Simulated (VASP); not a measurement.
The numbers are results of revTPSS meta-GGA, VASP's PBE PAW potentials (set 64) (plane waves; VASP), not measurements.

Input for VASP

### INCAR
```
! general
SYSTEM  = Ni3Si
PREC    = Accurate
ENCUT   = 520
LREAL   = .FALSE.
LASPH   = .TRUE.

! electronic loop
EDIFF   = 1E-7
NELM    = 100
ALGO    = Normal
LMAXMIX = 4
LMIXTAU = .TRUE.

! smearing
ISMEAR  = -5

! functional
METAGGA = RTPSS

! ions
ISIF    = 2

! output
LWAVE   = .FALSE.
LCHARG  = .FALSE.
LORBIT  = 11
NEDOS   = 601

! other
LEFG    = .TRUE.
```

**POSCAR**
```
Ni3Si
1
    3.4556905631    -0.0000000000    -0.0000000000
    0.0000000000     3.4556905631     0.0000000000
   -0.0000000000     0.0000000000     3.4556905631
Si Ni
1 3
Direct
  0.0000000000   0.0000000000   0.0000000000
  0.0000000000   0.5000000000   0.5000000000
  0.5000000000   0.0000000000   0.5000000000
  0.5000000000   0.5000000000   0.0000000000
```

### KPOINTS
```
Automatic mesh
0
Gamma
10 10 10
0 0 0
```

### KPOINTS_OPT
```
k-points along high-symmetry lines
10
Line-mode
Reciprocal
  0.000000   0.000000   0.000000 ! GAMMA
  0.000000   0.500000   0.000000 ! X

  0.000000   0.500000   0.000000 ! X
  0.500000   0.500000   0.000000 ! M

  0.500000   0.500000   0.000000 ! M
  0.000000   0.000000   0.000000 ! GAMMA

  0.000000   0.000000   0.000000 ! GAMMA
  0.500000   0.500000   0.500000 ! R

  0.500000   0.500000   0.500000 ! R
  0.000000   0.500000   0.000000 ! X

  0.500000   0.500000   0.500000 ! R
  0.500000   0.500000   0.000000 ! M
```

POTCAR, in this order: Si Ni (PBE.64 set). Program: vasp_std.

What VASP printed:

File OSZICAR:
```
       N       E                     dE             d eps       ncg     rms          rms(c)
DAV:   1     0.331709195960E+03    0.33171E+03   -0.23500E+04  2352   0.342E+03
DAV:   2     0.648448979664E+02   -0.26686E+03   -0.25694E+03  2447   0.595E+02
DAV:   3     0.381246660391E+02   -0.26720E+02   -0.26135E+02  2615   0.232E+02
DAV:   4     0.371406767908E+02   -0.98399E+00   -0.98003E+00  3171   0.504E+01
DAV:   5     0.370766526273E+02   -0.64024E-01   -0.64011E-01  3810   0.106E+01    0.155E+01
DAV:   6    -0.214448204862E+02   -0.58521E+02   -0.14639E+02  2437   0.107E+02    0.245E+01
DAV:   7    -0.190970762510E+02    0.23477E+01   -0.48522E+00  3394   0.282E+01    0.198E+01
DAV:   8    -0.143048860974E+02    0.47922E+01   -0.11747E+01  3159   0.502E+01    0.908E+00
DAV:   9    -0.142128942681E+02    0.91992E-01   -0.42189E+00  3191   0.287E+01    0.586E+00
DAV:  10    -0.142384141185E+02   -0.25520E-01   -0.28550E-01  3047   0.593E+00    0.432E+00
DAV:  11    -0.140725386487E+02    0.16588E+00   -0.37114E-01  2996   0.950E+00    0.151E+00
DAV:  12    -0.140368566707E+02    0.35682E-01   -0.13067E-01  3618   0.456E+00    0.621E-01
DAV:  13    -0.140585743136E+02   -0.21718E-01   -0.42710E-02  3167   0.316E+00    0.428E-01
DAV:  14    -0.140601315996E+02   -0.15573E-02   -0.34115E-02  2983   0.320E+00    0.372E-01
DAV:  15    -0.140649556687E+02   -0.48241E-02   -0.12749E-02  2840   0.201E+00    0.120E-01
DAV:  16    -0.140651465094E+02   -0.19084E-03   -0.58150E-04  2784   0.430E-01    0.402E-02
DAV:  17    -0.140651415127E+02    0.49967E-05   -0.27171E-05  3330   0.635E-02    0.377E-02
DAV:  18    -0.140651483825E+02   -0.68698E-05   -0.29961E-05  2726   0.946E-02    0.148E-02
DAV:  19    -0.140651547370E+02   -0.63545E-05   -0.69014E-06  3516   0.320E-02    0.596E-03
DAV:  20    -0.140651568573E+02   -0.21203E-05   -0.71392E-07  2486   0.925E-03    0.299E-03
DAV:  21    -0.140651562785E+02    0.57880E-06   -0.12103E-07  1386   0.543E-03    0.152E-03
DAV:  22    -0.140651561851E+02    0.93419E-07   -0.48382E-08  1286   0.290E-03
   1 F= -.14065156E+02 E0= -.14065156E+02  d E =0.000000E+00
       N       E                     dE             ncg
       N       E                     dE             ncg
```

**OUTCAR**
```
------------------------ aborting loop because EDIFF is reached ----------------------------------------
  FORCE on cell =-STRESS in cart. coord.  units (eV):
  Direction    XX          YY          ZZ          XY          YZ          ZX
  --------------------------------------------------------------------------------------
  Total       -0.0244027     -0.0244027     -0.0244027     -0.0000000     -0.0000000      0.0000000
  in kB       -0.9474227     -0.9474227     -0.9474227     -0.0000000     -0.0000000      0.0000000
  external PRESSURE =      -0.9474227 kB  Pullay stress =       0.0000000 kB
  volume of cell :       41.27
      direct lattice vectors                 reciprocal lattice vectors
     3.455690563  0.000000000  0.000000000     0.289377762  0.000000000  0.000000000
     0.000000000  3.455690563  0.000000000     0.000000000  0.289377762  0.000000000
     0.000000000  0.000000000  3.455690563     0.000000000  0.000000000  0.289377762
 POSITION                                       TOTAL-FORCE (eV/Angst)
 -----------------------------------------------------------------------------------
      0.00000      0.00000      0.00000         0.000000      0.000000      0.000000
      0.00000      1.72785      1.72785         0.000000      0.000000      0.000000
      1.72785      0.00000      1.72785         0.000000      0.000000      0.000000
      1.72785      1.72785      0.00000         0.000000      0.000000      0.000000
 -----------------------------------------------------------------------------------
    total drift:                                0.000000      0.000000      0.000000
  FREE ENERGIE OF THE ION-ELECTRON SYSTEM (eV)
  ---------------------------------------------------
  free  energy   TOTEN  =       -14.0651561851 eV

  energy  without entropy=      -14.0651561851  energy(sigma->0) =      -14.06515619

 total charge

# of ion       s       p       d       tot
------------------------------------------
    1        0.742   0.850   0.000   1.592
    2        0.497   0.620   8.422   9.539
    3        0.497   0.620   8.422   9.539
    4        0.497   0.620   8.422   9.539
--------------------------------------------------
tot          2.234   2.712  25.265  30.210

 Electric field gradients after diagonalization (V/A^2)
 (convention: |V_zz| > |V_xx| > |V_yy|)
----------------------------------------------------------------------
 ion       V_xx      V_yy      V_zz     asymmetry (V_yy - V_xx)/ V_zz
----------------------------------------------------------------------
   1       0.000    -0.000     0.000      -0.524
   2      22.196    22.196   -44.391       0.000
   3      22.196    22.196   -44.391       0.000
   4      22.196    22.196   -44.391       0.000
```
(Selected blocks of OUTCAR.)

For a metal the tetrahedron method with Blöchl corrections gives inexact stress and forces.

The compound is Ni3Si in the L1_2 structure. It was relaxed first. The run is not spin-polarised, so no magnetic state was tried.
